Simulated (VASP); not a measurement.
Al2Pt:

```
Al Pt
1.0
     0.00000    2.95500    2.95500
     2.95500    0.00000    2.95500
     2.95500    2.95500    0.00000
Al Pt
2 1
Direct
  0.25000 0.25000 0.25000
  0.75000 0.75000 0.75000
  0.00000 0.00000 0.00000
```

* Program: VASP 6.6.1
* Task: relaxation of cell and atoms
* Functional: PBE
* Potentials or basis: VASP PAW PBE potentials, release 64 (Al, Pt)
* Cutoff: 600 eV
* k mesh: 12 × 12 × 12
* Occupations: gaussian, width 0.1 eV
* Spin: no spin polarisation

At the start: pressure 2.3 GPa; volume 17.20 Å³/atom.

How do energy, volume and symmetry change on relaxing?

Over 3 steps the energy falls by 2.1 meV/atom and the volume is 17.50 Å³/atom (+1.8 %); space group Fm-3m (No. 225, to 0.05 Å).

The path:
| step | energy change (eV) | largest force (eV/Å) | pressure (GPa) | volume (Å³) |
| --- | --- | --- | --- | --- |
| 1 | 0.0000 | 0.0000 | 2.33 | 51.61 |
| 2 | 0.0011 | 0.0000 | -2.40 | 53.50 |
| 3 | -0.0064 | 0.0000 | -0.01 | 52.51 |

Final structure:
```
Al Pt
1.0
     0.00000    2.97215    2.97215
     2.97215    0.00000    2.97215
     2.97215    2.97215    0.00000
Al Pt
2 1
Cartesian
  1.4861 1.4861 1.4861
  4.4582 4.4582 4.4582
  0.0000 0.0000 0.0000
```
